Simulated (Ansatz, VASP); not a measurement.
# Fe in two plane-wave programs, part 2 of 2

Wanted: the spread between two codes on one cell, functional and k mesh. The cell is a member of a volume series, scaled by 0.985 from a relaxed one, so a pressure remains.

VASP 6.6.1 and Ansatz 0.2.0.

So far. Step 2 (Ansatz: single point, PBEsol, volume scaled by 0.985): The run ends at a pressure of 3.86 GPa. Step 5 (Ansatz: single point, PBEsol with D3(BJ), volume scaled …): The run ends at a pressure of -3.27 GPa.

## Step 6: VASP: single point, PBEsol with D3(BJ), volume scaled by 1.015

Level of this step: PBEsol with D3(BJ), spin-polarised from a ferromagnetic start (one magnetic atom a cell); plane waves and PAW (Fe) (VASP).

The same cell, functional, mesh and smearing now go to VASP, with its own data sets and cutoff.

The input asks for a relaxation, which ended at its first step since no free force or stress exceeded the threshold; so it serves as a single point.

The input, INCAR:

```
SYSTEM = Fe
PREC = Accurate
ENCUT = 450
EDIFF = 1E-06
NELM = 100
ISMEAR = 1
SIGMA = 0.15
LREAL = .FALSE.
ALGO = Normal
GGA = PS
IVDW = 12
NBANDS = 12
ISPIN = 2
MAGMOM = 3
LMAXMIX = 4
LORBIT = 11
LWAVE = .FALSE.
LCHARG = .FALSE.
KPAR = 4
IBRION = 2
NSW = 30
ISIF = 4
EDIFFG = -0.01
```

The input, POSCAR:

```
Fe
1.0
   -1.3907068676      1.3907068676      1.3907068676
    1.3907068676     -1.3907068676      1.3907068676
    1.3907068676      1.3907068676     -1.3907068676
Fe
1
Direct
    0.0000000000      0.0000000000      0.0000000000
```

The input, KPOINTS:

```
Automatic mesh
0
Gamma
22 22 22
0 0 0
```

The projector-augmented-wave data sets are Fe (PBE family, release 64).

Started as:

```
mpirun -np 4 vasp_std
```

Numbers of over 12 decimals in the logs are rounded to 6 here.

What it wrote:

```text
[banner, memory and clock lines left out]
running    4 mpi-ranks, on    1 nodes
[...]
[... a notice as in an earlier step ...]

 LDA part: xc-table for (Slater+PW92), standard interpolation
 POSCAR, INCAR and KPOINTS ok, starting setup
[...]
entering main loop
       N       E                     dE             d eps       ncg     rms          rms(c)
DAV:   1     0.173292676756E+02    0.17329E+02   -0.36633E+03 17364   0.743E+02
DAV:   2    -0.931192706977E+01   -0.26641E+02   -0.24471E+02 16420   0.125E+02
DAV:   3    -0.995069980954E+01   -0.63877E+00   -0.63518E+00 18084   0.221E+01
DAV:   4    -0.995280433211E+01   -0.21045E-02   -0.21043E-02 17528   0.113E+00
[...]
DAV:  11    -0.891368547324E+01   -0.44556E-05   -0.10329E-04 18628   0.918E-02    0.278E-02
DAV:  12    -0.891368722826E+01   -0.17550E-05   -0.48312E-06 14016   0.269E-02    0.118E-02
DAV:  13    -0.891368732189E+01   -0.93631E-07   -0.12944E-06 12796   0.870E-03
   1 F= -.92642106E+01 E0= -.92642621E+01  d E =-.926421E+01  mag=     2.1335
[...]
reached required accuracy - stopping structural energy minimisation
```

OUTCAR, selected parts (step 6):

```text
 Edisp (eV)   -0.35052

  Total      -0.22588    -0.22588    -0.22588     0.00000     0.00000     0.00000
  in kB     -33.63733   -33.63733   -33.63733     0.00000     0.00000     0.00000
  external pressure =      -33.64 kB  Pullay stress =        0.00 kB

 POSITION                                       TOTAL-FORCE (eV/Angst)
 -----------------------------------------------------------------------------------
      0.00000      0.00000      0.00000        -0.000000      0.000000      0.000000
 -----------------------------------------------------------------------------------
    total drift:                                0.000000      0.000000     -0.000000

  FREE ENERGIE OF THE ION-ELECTRON SYSTEM (eV)
  ---------------------------------------------------
  free  energy   TOTEN  =        -9.2642106043 eV

  energy  without entropy=       -9.2643649565  energy(sigma->0) =       -9.26426206

 magnetization (x)
# of ion       s       p       d       tot
------------------------------------------
    1       -0.013  -0.049   2.175   2.113

[... 2 parts as in an earlier step ...]

[... 2 further parts left out ...]
[key lines of the parts left out:]
E-fermi :   6.2666
```

## Step 7: Differences

Both answers:

```tsv
quantity	Ansatz	VASP	difference
pressure (GPa)	-3.27	-3.36	+0.09
pressure without Ansatz's Pulay correction (GPa)	-3.38	-3.36	-0.02
total moment (μB)	2.12	2.13	-0.02
moment on Fe1 (μB)	2.14	2.11	+0.03
```

Ansatz's pressure holds a Pulay correction of 0.11 GPa; VASP's holds none.

## Step 8: VASP: single point, BLYP, volume scaled by 1.015

With cell and atoms fixed, the geometry can't cause a difference; cores, projectors, grids and the points listed under the comparison can. The cell compared in this pair holds 12.07 Å³, against 10.76 Å³ for the pair before.

The input asks for a relaxation, which ended at its first step since no free force or stress exceeded the threshold; so it serves as a single point.

INCAR: that of step 6 with these lines changed.

```diff
@@ -9,4 +9,7 @@
 ALGO = Normal
-GGA = PS
-IVDW = 12
+GGA = B5
+ALDAX = 1
+AGGAX = 1
+AGGAC = 1
+ALDAC = 0
 NBANDS = 12
```

The input, POSCAR:

```
Fe
1.0
   -1.4451474959      1.4451474959      1.4451474959
    1.4451474959     -1.4451474959      1.4451474959
    1.4451474959      1.4451474959     -1.4451474959
Fe
1
Direct
    0.0000000000      0.0000000000      0.0000000000
```

KPOINTS is that of step 6.

Started as:

```
mpirun -np 4 vasp_std
```

What it wrote:

```text
[banner, memory and clock lines left out]
running    4 mpi-ranks, on    1 nodes
[...]
[... a notice as in an earlier step ...]

 LDA part: xc-table for (Slater(with rela. corr.)+VWN5), standard interpolation
 POSCAR, INCAR and KPOINTS ok, starting setup
[...]
entering main loop
       N       E                     dE             d eps       ncg     rms          rms(c)
DAV:   1     0.195658238865E+02    0.19566E+02   -0.36068E+03 17040   0.717E+02
DAV:   2    -0.731096043593E+01   -0.26877E+02   -0.24690E+02 16324   0.123E+02
DAV:   3    -0.799916866633E+01   -0.68821E+00   -0.68532E+00 18512   0.228E+01
DAV:   4    -0.800183460473E+01   -0.26659E-02   -0.26657E-02 17432   0.127E+00
[...]
DAV:  12    -0.717342120164E+01    0.23699E-05   -0.18086E-06 14760   0.152E-02    0.200E-02
DAV:  13    -0.717342279368E+01   -0.15920E-05   -0.18805E-06 16288   0.112E-02    0.995E-03
DAV:  14    -0.717342199992E+01    0.79376E-06   -0.27779E-07  8176   0.500E-03
   1 F= -.71734220E+01 E0= -.71732703E+01  d E =-.717342E+01  mag=     2.2800
[...]
reached required accuracy - stopping structural energy minimisation
```

Parts of OUTCAR (step 8):

```text
  Total       -0.1686784     -0.1686784     -0.1686784      0.0000000      0.0000000     -0.0000000
  in kB      -22.3858515    -22.3858515    -22.3858515      0.0000000      0.0000000     -0.0000000
  external PRESSURE =     -22.3858515 kB  Pullay stress =       0.0000000 kB

 POSITION                                       TOTAL-FORCE (eV/Angst)
 -----------------------------------------------------------------------------------
      0.00000      0.00000      0.00000        -0.000000      0.000000     -0.000000
 -----------------------------------------------------------------------------------
    total drift:                                0.000000      0.000000      0.000000

  FREE ENERGIE OF THE ION-ELECTRON SYSTEM (eV)
  ---------------------------------------------------
  free  energy   TOTEN  =        -7.1734219999 eV

  energy  without entropy=       -7.1729668976  energy(sigma->0) =       -7.17327030

 magnetization (x)
# of ion       s       p       d       tot
------------------------------------------
    1       -0.015  -0.048   2.344   2.280

[... 2 parts as in an earlier step ...]

[... 2 further parts left out ...]
[key lines of the parts left out:]
E-fermi :   5.6680
```

## Step 9: Ansatz: single point, BLYP, volume scaled by 1.015

The same cell, functional (in two slightly different forms), mesh and smearing now go to Ansatz, which takes its cutoff from its data sets.

The cell is a member of a volume series, scaled by 1.015 from a relaxed one, so a pressure remains.

The input, input.yaml:

```yaml
crystal:
  lattice:
    - [-1.4451475, 1.4451475, 1.4451475]
    - [1.4451475, -1.4451475, 1.4451475]
    - [1.4451475, 1.4451475, -1.4451475]
  atoms:
    - { symbol: Fe, position: [0.0, 0.0, 0.0], spin: 3.0 }
hamiltonian:
  xc: blyp
  pseudopotentials: { kind: paw }
magnetization:
  spin_polarized: true
kpoints:
  mp_grid: { grid: [22, 22, 22] }
scf:
  occupations: { method: methfessel_paxton, width: 0.15 }
  n_extra_bands: 7
output:
  forces: true
  stress: true
  eigenvalues: true
```

Started as:

```
ansatz run input.yaml --threads 2 --pin off --max-ram 4608MiB --backend cpu --events-out ev --progress --plain --runs-dir out
```

What it wrote:

```text
[...]
Crystal: 1 atoms, lattice volume = 12.072 Å³
Basis set: ecut = 420 eV, 225 PW (Γ), exchange–correlation on 36×36×36 points (8 copies of the dense FFT grid, shifted against one another)
Bands: 15, of which v1, the nominal top of the filled ones, is band 8 counted from 1 (7 counted from 0)
Symmetry: 48 space group operations
[...]
k-point 1 ↑: bands = [... 4 lower, 9.7114, 15.4381, 15.4586, 15.5022, 16.5627, 16.5861, 41.2248, 41.6601, ... 3 higher]
  k-point 2 ↑: bands = [... 4 lower, 9.9554, 15.3763, 15.4517, 15.6282, 16.5071, 16.5912, 39.8536, 41.2735, ... 3 higher]
  k-point 327 ↓: bands = [... 4 lower, 15.0030, 15.0030, 19.8809, 19.8809, 19.8809, 27.4171, 27.4172, 27.4172, ... 3 higher]
[key lines of the parts left out:]
SCF converged after 12 iterations
Magnetization: 2.2475 μB (9.1238 up, 6.8762 down)
Free energy (F): -4488.164105 eV
Fermi energy:    17.623868 eV
P = ⅓ Tr σ = -2.8296 GPa (-28.296 kbar)
```

It took 6.1 s on 2 threads of Arm Neoverse V2, shared host; peak memory 0.38 GiB; 11 s of CPU time.

The run ends at a pressure of -2.83 GPa.

## Step 10: Differences

What differs besides the data sets and the points named for the pairs above, as far as they apply: VASP's log shows a relativistic correction to its local exchange, Ansatz's none. Total energies have different zeros and are not compared.

Compared:

```tsv
quantity	Ansatz	VASP	difference
pressure (GPa)	-2.83	-2.24	-0.59
pressure without Ansatz's Pulay correction (GPa)	-2.95	-2.24	-0.71
total moment (μB)	2.25	2.28	-0.03
moment on Fe1 (μB)	2.29	2.28	+0.01
```

Ansatz's pressure holds a Pulay correction of 0.12 GPa; VASP's holds none.

## Step 11: Results

```
difference in total moment (single point, PBEsol, volume scaled by 0.985)             : -0.021 μB
difference in total moment (single point, PBEsol with D3(BJ), volume scaled by 1.015) : -0.017 μB
difference in total moment (single point, BLYP, volume scaled by 1.015)               : -0.032 μB
difference in pressure (single point, BLYP, volume scaled by 1.015)                   : -0.59 GPa
```

In words: The difference in pressure is -0.59 GPa (single point, BLYP, volume scaled by 1.015), within the 1 GPa picked in this series as the mark of a large difference. 1 further run of this series is not shown here. How closely two codes agree says nothing of how well the functional describes the real material.

[Lines on the potential files, build, host, timing and source positions are cut from VASP's logs without a mark.]

[Logs are printed without paths, hosts, clocks, repeated set-up lines and the standing remarks that a program may print on its own settings, such as how far it seeks lower states.]

[Hosts, paths, dates, database ids (printed as entryN), source tags and the programs' standing remarks are cut or masked in the printed files.]
